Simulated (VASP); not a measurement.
A convergence study with VASP on Ho (space group no. 194 when undisturbed): one setting is varied, all else stays as given below, so the limit is that of these other settings. One atom is moved off its site, so that forces are finite.

```xyz
2
Lattice="1.7954 -3.1097 0.0000 1.7954 3.1097 0.0000 0.0000 0.0000 5.6369" Properties=species:S:1:pos:R:3 pbc="T T T"
Ho     1.7954     1.0366     1.4592
Ho     1.7954    -1.0366     4.2276
```
Starting moments (μB, in the order of the record's atoms Ho Ho): 4.0 4.0.

Calculation: PBE GGA, VASP's PBE PAW potentials (set 64) (plane waves; VASP 6.6.1). The tightest run used: 300 eV cut-off, 19×19×10 Γ-centred mesh, Gaussian smearing of 0.10 eV, potentials Ho.

Task: The settings run are 2×2×1 mesh; 3×3×2 mesh; 5×5×3 mesh; 6×6×3 mesh; 6×6×4 mesh; 7×7×4 mesh; 8×8×4 mesh; 8×8×5 mesh; 9×9×5 mesh; 10×10×6 mesh; 12×12×7 mesh; 14×14×8 mesh; 15×15×9 mesh; 17×17×9 mesh; 19×19×10 mesh. From which on does the energy per atom stay within 0.01 eV/atom of the tightest run?

Result: From 5×5×3 mesh on: it is off by 0.0034 there and by no more than 0.01 in any finer run, while 3×3×2 mesh is off by 0.0261.
```
setting        E (eV/atom)  pressure (GPa)  largest force (eV/Å)  moment (μB)  irreducible k-points  difference judged (eV/atom)
-------------  -----------  --------------  --------------------  -----------  --------------------  ---------------------------
2×2×1 mesh         -6.9430           -9.50                 0.227        7.500                     2                       0.5075
3×3×2 mesh         -6.4095            0.75                 0.218        7.556                     6                       0.0261
5×5×3 mesh         -6.4322            1.10                 0.194        7.004                    12                       0.0034
6×6×3 mesh         -6.4308            1.12                 0.197        7.093                    17                       0.0048
6×6×4 mesh         -6.4377            1.14                 0.214        7.371                    24                       0.0021
7×7×4 mesh         -6.4368            1.16                 0.211        7.287                    28                       0.0012
8×8×4 mesh         -6.4382            1.14                 0.213        7.294                    35                       0.0027
8×8×5 mesh         -6.4385            1.11                 0.210        7.067                    40                       0.0029
9×9×5 mesh         -6.4368            1.18                 0.211        7.143                    50                       0.0012
10×10×6 mesh       -6.4342            1.18                 0.203        7.123                    72                       0.0013
12×12×7 mesh       -6.4360            1.15                 0.207        7.182                   112                       0.0005
14×14×8 mesh       -6.4356            1.14                 0.207        7.146                   168                       0.0000
15×15×9 mesh       -6.4356            1.18                 0.207        7.168                   211                       0.0000
17×17×9 mesh       -6.4352            1.17                 0.205        7.173                   261                       0.0003
19×19×10 mesh      -6.4356            1.17                 0.206        7.173                   360                       0.0000
```

Left out are rungs that failed or repeat a setting and relaxations that didn't move; long series are thinned to 24 rows.

The structure is a typed Ho crystal (space group no. 194). The cell was not relaxed at this level, it is distorted from the ideal structure. The spin order is the one that the start imposed; others were not tried in this run.
